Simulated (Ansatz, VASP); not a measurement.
# Cross-check of ZnO (zincite) between VASP and Ansatz, part 2 of 2

Wanted: the spread between two codes on one cell, functional and k mesh. The cell is taken from a series of runs on this material, whose earlier steps may have relaxed, scaled, displaced or heated it; both programs get it as it stands.

VASP 6.6.1 and Ansatz 0.2.0.

So far: The structure; VASP: relaxation of cell and atoms, PBE; Ansatz: relaxation of cell and atoms, PBE; Side by side.

**5. Ansatz: zone-centre phonons, PBE**

Level of this step: Ansatz beside VASP: Kohn-Sham DFT, plane waves, PBE (Ansatz).

Second derivatives magnify differences that forces hide, and they need a tight electronic threshold.

The cell is taken from a series of runs on this material, whose earlier steps may have relaxed, scaled, displaced or heated it; both programs get it as it stands.

File input.yaml:

```yaml
crystal:
  lattice:
    - [3.2794441271, 0.0, 0.0]
    - [-1.6397220635, 2.8400819244, 0.0]
    - [0.0, 0.0, 5.2937307452]
  atoms:
    - { symbol: Zn, position: [0.3333333333, 0.6666666667, 0.4999727824] }
    - { symbol: Zn, position: [0.6666666667, 0.3333333333, -2.72176e-05] }
    - { symbol: O, position: [0.6666666667, 0.3333333333, 0.3790372176] }
    - { symbol: O, position: [0.3333333333, 0.6666666667, 0.8790372176] }
kpoints:
  mp_grid: { grid: [9, 9, 6] }
hamiltonian:
  xc: pbe
scf:
  occupations: { method: fixed }
output:
  eigenvalues: true
phonons:
  method: fd
  supercell: [1, 1, 1]
  amplitude: 0.01
```

The run is started by

```sh
$ ansatz run input.yaml --threads 4 --pin off --max-ram 15360MiB --backend cpu --events-out ev --progress --plain --runs-dir out
```

Numbers of over 12 decimals in the logs are rounded to 6 here.

What it wrote:

```text
[...]
Crystal: 4 atoms, lattice volume = 49.305 Å³
Basis set: ecut = 420 eV, 989 PW (Γ), exchange–correlation on 48×48×72 points (8 copies of the dense FFT grid, shifted against one another)
Bands: 22, of which v1, the nominal top of the filled ones, is band 18 counted from 1 (17 counted from 0)
Symmetry: 12 space group operations
k-points: 48 of 486 (time reversal used)
[...]
largest difference from the sums on the solved wave vectors: F 3.88e-1 eV, S 6.47e-4 and C_V 2.58e-4 eV/K
  zero-point energy: 0.197694 eV/cell   skipped modes (ω ≤ 0): 3   left out of the sums: 4.30e-5 of the cell's modes: C_V's classical limit lies that fraction below 3 k_B per atom; for a crystal, a wire or a layer, F and S can be off by more, and a phonons.interpolated_qmesh denser along its periods is the remedy for the sampling
[key lines of the parts left out:]
SCF converged after 8 iterations
Free energy (F): -7773.693057 eV
Fermi energy:    6.707907 eV
```

**6. VASP: zone-centre phonons, PBE**

The same cell, functional and mesh now go to VASP, with its own data sets.

File INCAR:

```
SYSTEM = ZnO
PREC = Accurate
ENCUT = 600
EDIFF = 1E-08
NELM = 120
ISMEAR = 0
SIGMA = 0.01
LREAL = .FALSE.
ALGO = Normal
GGA = PE
NBANDS = 24
LORBIT = 11
LWAVE = .FALSE.
LCHARG = .FALSE.
ISIF = 2
IBRION = 8
LASPH = .TRUE.
GGA_COMPAT = .FALSE.
EFERMI = MIDGAP
KPAR = 2
```

File POSCAR:

```
ZnO
1.0
    3.2794441271      0.0000000000      0.0000000000
   -1.6397220635      2.8400819244      0.0000000000
    0.0000000000      0.0000000000      5.2937307452
Zn O
2 2
Direct
    0.3333333333      0.6666666667      0.4999727824
    0.6666666667      0.3333333333      0.9999727824
    0.6666666667      0.3333333333      0.3790372176
    0.3333333333      0.6666666667      0.8790372176
```

File KPOINTS:

```
Automatic mesh
0
Gamma
9 9 6
0 0 0
```

Potentials, in the order of the species: Zn and O (PBE family, release 64).

The run is started by

```sh
$ mpirun -np 2 vasp_std
```

What it wrote:

```text
[... set-up lines as in an earlier step ...]
 entering main loop
       N       E                     dE             d eps       ncg     rms          rms(c)
DAV:   1     0.298795973455E+03    0.29880E+03   -0.19957E+04  2320   0.237E+03
DAV:   2     0.936337841121E+01   -0.28943E+03   -0.27413E+03  2536   0.446E+02
DAV:   3    -0.206001617170E+02   -0.29964E+02   -0.29714E+02  2568   0.147E+02
DAV:   4    -0.211036638722E+02   -0.50350E+00   -0.50314E+00  2704   0.202E+01
[...]
DAV:  16    -0.178645118433E+02    0.78907E-07   -0.16538E-08  2000   0.141E-03    0.787E-04
DAV:  17    -0.178645117730E+02    0.70278E-07   -0.23510E-08  1944   0.274E-03    0.281E-04
DAV:  18    -0.178645117699E+02    0.31105E-08   -0.20848E-08  1720   0.174E-03
   1 F= -.17864512E+02 E0= -.17864512E+02  d E =0.000000E+00
 Linear response reoptimize wavefunctions to high precision
DAV:   1    -0.178645117767E+02   -0.67903E-08   -0.51213E-09  1536   0.831E-04
DAV:   2    -0.178645117767E+02   -0.18190E-11   -0.45241E-10  1256   0.176E-04
 Linear response DOF=           4
 Linear response progress:
[...]
RMM:  11    -0.361481410647E+00   -0.95736E-07   -0.11224E-09 20259   0.178E-05    0.382E-06
RMM:  12    -0.361481399143E+00    0.11504E-07    0.12240E-09 18368   0.571E-06    0.795E-07
RMM:  13    -0.361481391677E+00    0.74663E-08    0.27987E-12 15547   0.336E-06    0.267E-07
 first order change of Fermi-energy  -0.39889E-01
 force on displaced ion       3 direction 1 :  -7.441  -0.000   0.000
 Linear response progress:
  Degree of freedom:   4/  4
       N       E                     dE             d eps       ncg     rms          rms(c)
RMM:   1    -0.384532862594E+00   -0.38453E+00    0.57712E-01  6494   0.406E+00
RMM:   2    -0.376092029703E+00    0.84408E-02   -0.10288E-02  4205   0.103E+00    0.271E-01
RMM:   3    -0.377253414575E+00   -0.11614E-02   -0.11369E-03  4491   0.255E-01    0.138E-01
RMM:   4    -0.378515128030E+00   -0.12617E-02   -0.36244E-04  4332   0.120E-01    0.319E-02
[...]
RMM:  10    -0.378574502029E+00    0.41746E-06    0.24522E-08  5137   0.140E-04    0.306E-05
RMM:  11    -0.378574977233E+00   -0.47520E-06    0.59723E-09  4723   0.635E-05    0.835E-06
RMM:  12    -0.378574969364E+00    0.78684E-08   -0.51134E-10  5141   0.165E-05    0.364E-06
 first order change of Fermi-energy   0.12203E+00
 force on displaced ion       3 direction 3 :  -0.000   0.000 -10.632
 Linear response finished
```

Parts of OUTCAR (step 6):

```text
  Total        0.2267340      0.2267340      0.2169546      0.0000000      0.0000000      0.0000000
  in kB        7.3677403      7.3677403      7.0499558      0.0000000      0.0000000      0.0000000
  external PRESSURE =       7.2618122 kB  Pullay stress =       0.0000000 kB

 POSITION                                       TOTAL-FORCE (eV/Angst)
 -----------------------------------------------------------------------------------
     -0.00000      1.89339      2.64672        -0.000000      0.000000      0.001030
      1.63972      0.94669      5.29359         0.000000     -0.000000      0.001030
      1.63972      0.94669      2.00652         0.000000     -0.000000     -0.001030
     -0.00000      1.89339      4.65339        -0.000000      0.000000     -0.001030
 -----------------------------------------------------------------------------------
    total drift:                                0.000000      0.000001      0.000637

[... 1 part as in an earlier step ...]

[... 1 further part left out ...]
```

**7. Side by side**

Compared:

```
                  quantity  Ansatz   VASP  difference
optical mode 1 to 2 (cm⁻¹)    90.8   89.6     +1.32 %
     optical mode 3 (cm⁻¹)   244.6  247.7     -1.23 %
     optical mode 4 (cm⁻¹)   343.3  353.3     -2.84 %
optical mode 5 to 6 (cm⁻¹)   363.8  373.0     -2.48 %
optical mode 7 to 8 (cm⁻¹)   394.0  403.7     -2.39 %
     optical mode 9 (cm⁻¹)   508.4  513.9     -1.07 %
```

Modes are paired by rising frequency, not by their patterns, so a pair may set unlike modes beside each other; they are those without the splitting of longitudinal modes.

**8. Results**

```json
{
 "difference in volume (relaxation of cell and atoms, PBE)": "-0.54 %",
 "r.m.s. difference of the optical zone-centre modes, each program's sorted by frequency (zone-centre phonons, PBE)": "7.5 cm⁻¹",
 "difference in optical mode 4 (zone-centre phonons, PBE)": "-2.8 %"
}
```

In words: The difference in volume is -0.54 % (relaxation of cell and atoms, PBE), within the 1.2 % picked in this series as the mark of a large difference, as far as the stopping tolerances let one tell. Among the rows given in per cent, the largest difference of the zone-centre phonons, PBE pair is in optical mode 4, -2.8 %. Such differences can come from data sets, numerical settings and the points named under the comparisons, not from the functional's error against experiment.

[Lines on the potential files, build, host, timing and source positions are cut from VASP's logs without a mark.]

[Logs are printed without paths, hosts, clocks, repeated set-up lines and the standing remarks that a program may print on its own settings, such as how far it seeks lower states.]

[Hosts, paths, dates, database ids (printed as entryN), source tags and the programs' standing remarks are cut or masked in the printed files.]
